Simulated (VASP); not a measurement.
Level of theory: MS2 meta-GGA, VASP's PBE PAW potentials (set 64) (plane waves; VASP).

Input for VASP

### POSCAR
```
HfN
1
    0.0000000000     2.2476044944     2.2476044944
    2.2476044944     0.0000000000     2.2476044944
    2.2476044944     2.2476044944     0.0000000000
Hf N
1 1
Direct
  0.0000000000   0.0000000000   0.0000000000
  0.5000000000   0.5000000000   0.5000000000
```

### INCAR
```
SYSTEM=HfN
PREC=Accurate; ENCUT=520; LREAL=F
LASPH=T
EDIFF=1E-7; NELM=100; ALGO=Normal
LMAXMIX=6; LMIXTAU=T
ISMEAR=1; SIGMA=0.1
METAGGA=MS2
ISIF=2
LWAVE=F; LCHARG=F
```

### KPOINTS
```
Automatic mesh
0
Gamma
14 14 14
0 0 0
```

POTCAR, in this order: Hf_pv N (PBE.64 set). Program: vasp_std.

Output

**OSZICAR**
```
       N       E                     dE             d eps       ncg     rms          rms(c)
DAV:   1     0.328098636726E+02    0.32810E+02   -0.80658E+03  2296   0.127E+03
DAV:   2    -0.270317474476E+02   -0.59842E+02   -0.56034E+02  2996   0.247E+02
DAV:   3    -0.291972493967E+02   -0.21655E+01   -0.21339E+01  2927   0.408E+01
DAV:   4    -0.292161464787E+02   -0.18897E-01   -0.18845E-01  2686   0.369E+00
DAV:   5    -0.292164749232E+02   -0.32844E-03   -0.32828E-03  3047   0.347E-01    0.566E+01
DAV:   6    -0.594259614521E+01    0.23274E+02   -0.20040E+01  2741   0.428E+01    0.452E+01
DAV:   7    -0.830802717565E+01   -0.23654E+01   -0.29649E+00  2623   0.187E+01    0.193E+01
DAV:   8    -0.696423552342E+01    0.13438E+01   -0.12282E+00  2770   0.107E+01    0.514E+00
DAV:   9    -0.732496572516E+01   -0.36073E+00   -0.75263E-01  2506   0.993E+00    0.215E+00
DAV:  10    -0.697877142582E+01    0.34619E+00   -0.82962E-02  2576   0.389E+00    0.293E+00
DAV:  11    -0.696274837168E+01    0.16023E-01   -0.86270E-04  2946   0.281E-01    0.292E+00
DAV:  12    -0.747757042022E+01   -0.51482E+00   -0.29103E-01  2465   0.663E+00    0.107E+00
DAV:  13    -0.747768369655E+01   -0.11328E-03   -0.38445E-03  2756   0.556E-01    0.836E-01
DAV:  14    -0.748009160194E+01   -0.24079E-02   -0.15020E-03  2419   0.465E-01    0.118E+00
DAV:  15    -0.748078141702E+01   -0.68982E-03   -0.10770E-03  2675   0.392E-01    0.215E+00
DAV:  16    -0.748139311128E+01   -0.61169E-03   -0.60794E-04  2867   0.269E-01    0.288E+00
DAV:  17    -0.748107697016E+01    0.31614E-03   -0.92298E-05  2802   0.108E-01    0.247E+00
DAV:  18    -0.748047559959E+01    0.60137E-03   -0.17040E-03  2743   0.350E-01    0.114E+00
DAV:  19    -0.748040881570E+01    0.66784E-04   -0.87593E-04  2769   0.259E-01    0.948E-02
DAV:  20    -0.748042380723E+01   -0.14992E-04   -0.77500E-05  2751   0.963E-02    0.224E-01
DAV:  21    -0.748052824513E+01   -0.10444E-03   -0.13690E-04  2432   0.133E-01    0.238E-01
DAV:  22    -0.748049311066E+01    0.35134E-04   -0.19713E-05  2560   0.485E-02    0.919E-02
DAV:  23    -0.748052297205E+01   -0.29861E-04   -0.36255E-06  2407   0.276E-02    0.495E-02
DAV:  24    -0.748051200815E+01    0.10964E-04   -0.23872E-06  2684   0.174E-02    0.602E-03
DAV:  25    -0.748052153635E+01   -0.95282E-05   -0.29272E-07  2498   0.740E-03    0.192E-03
DAV:  26    -0.748051763420E+01    0.39021E-05   -0.25829E-08  1231   0.255E-03    0.115E-03
DAV:  27    -0.748052131304E+01   -0.36788E-05   -0.25246E-08  1219   0.217E-03    0.522E-04
DAV:  28    -0.748052055579E+01    0.75725E-06   -0.26445E-09  1210   0.730E-04    0.530E-04
DAV:  29    -0.748052063525E+01   -0.79458E-07   -0.59642E-10  1189   0.264E-04
   1 F= -.74805206E+01 E0= -.74803663E+01  d E =-.462936E-03
```

OUTCAR:
```
------------------------ aborting loop because EDIFF is reached ----------------------------------------
  FORCE on cell =-STRESS in cart. coord.  units (eV):
  Direction    XX          YY          ZZ          XY          YZ          ZX
  --------------------------------------------------------------------------------------
  Total       -0.0095853     -0.0095853     -0.0095853     -0.0000000      0.0000000     -0.0000000
  in kB       -0.6762830     -0.6762830     -0.6762830     -0.0000000      0.0000000     -0.0000000
  external PRESSURE =      -0.6762830 kB  Pullay stress =       0.0000000 kB
  volume of cell :       22.71
      direct lattice vectors                 reciprocal lattice vectors
     0.000000000  2.247604494  2.247604494    -0.222459068  0.222459068  0.222459068
     2.247604494  0.000000000  2.247604494     0.222459068 -0.222459068  0.222459068
     2.247604494  2.247604494  0.000000000     0.222459068  0.222459068 -0.222459068
 POSITION                                       TOTAL-FORCE (eV/Angst)
 -----------------------------------------------------------------------------------
      0.00000      0.00000      0.00000         0.000000      0.000000      0.000000
      2.24760      2.24760      2.24760        -0.000000     -0.000000     -0.000000
 -----------------------------------------------------------------------------------
    total drift:                                0.000000     -0.000000     -0.000000
  FREE ENERGIE OF THE ION-ELECTRON SYSTEM (eV)
  ---------------------------------------------------
  free  energy   TOTEN  =        -7.4805206352 eV

  energy  without entropy=       -7.4800576994  energy(sigma->0) =       -7.48036632
```
(Selected blocks of OUTCAR.)

File OUTCAR:
```
 val. band max:        8.3839513419   @ k =   0.5000   0.2143   0.0000

 cond. band min:       8.4258997295   @ k =   0.1429   0.0000   0.0000


 Fermi energy:         8.4057494324

 k-point     1 :       0.0000    0.0000    0.0000
  band No.  band energies     occupation
      1     -22.7090      2.00000
      2     -22.7090      2.00000
      3     -22.7090      2.00000
      4     -10.2215      2.00000
      5       5.2414      2.00000
      6       5.2414      2.00000
      7       5.2414      2.00000
      8       8.0486      2.00001
      9       8.0486      2.00001
     10       8.0486      2.00001
     11      10.2818     -0.00000

 k-point     2 :       0.0714    0.0000    0.0000
  band No.  band energies     occupation
      1     -22.7691      2.00000
      2     -22.7135      2.00000
      3     -22.7135      2.00000
      4     -10.0978      2.00000
      5       4.6995      2.00000
      6       4.9328      2.00000
      7       4.9328      2.00000
      8       8.1917      2.00990
      9       8.2282      2.03076
     10       8.2282      2.03076
     11      10.6858      0.00000

 k-point     3 :       0.1429    0.0000    0.0000
  band No.  band energies     occupation
      1     -22.9330      2.00000
      2     -22.7260      2.00000
      3     -22.7260      2.00000
      4      -9.7491      2.00000
      5       3.5518      2.00000
      6       4.2523      2.00000
      7       4.2523      2.00000
      8       8.4259      0.66651
      9       8.6926     -0.00038
     10       8.6926     -0.00038
     11      11.6632      0.00000

 k-point     4 :       0.2143    0.0000    0.0000
  band No.  band energies     occupation
      1     -23.1593      2.00000
      2     -22.7440      2.00000
      3     -22.7440      2.00000
      4      -9.2345      2.00000
      5       2.2843      2.00000
      6       3.5129      2.00000
      7       3.5129      2.00000
      8       8.7565     -0.00001
      9       9.3755     -0.00000
...
```

Unless said otherwise, spin-orbit coupling is left out, though it shifts the bands of the heavy elements here.

The compound is HfN in the rock salt structure. It was relaxed first. The electron count is odd and the run is not spin-polarised, which forces a metal.
